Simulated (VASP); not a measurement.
Runs of VASP 6.6.1 on C. It takes space group P6_3/mmc (No. 194, hexagonal). Conventional cell: a = 2.461 Å, b = 2.461 Å, c = 8.050 Å, α = 90.00°, β = 90.00°, γ = 120.00°. Around C (site symmetry -6m2) lie 3 C at 1.42 Å. Around C (site symmetry -6m2) lie 3 C at 1.42 Å. The cell was built by a generator and needn't be a form met in nature.

```tsv
level	gap on the mesh (eV)	pressure (GPa)
rev-vdW-DF2	0.99	(b)
PBE	1.00	2.0
PBE+MBD	1.00	0.2
optB86b-vdW	0.99	(a)
PBE+TS	1.00	-0.5
```

Alike in all rows: task single point; potentials or basis VASP PAW PBE potentials, release 64 (C); no spin polarisation; cell as given; k mesh 16 × 16 × 4; cutoff (eV) 520; smearing fermi-dirac 0.05 eV.

Question: Estimate the missing entries.

Answer: (a) 1.1; (b) 0.7.

Caveats: the PAW data sets were made with another functional, which shifts forces and pressure a little (some runs); this functional lacks dispersion, which binds the layers, so the pressure and a relaxed spacing across them are unreliable (some runs).

A k mesh can miss the band edges.

Not every run made on this cell is shown here.
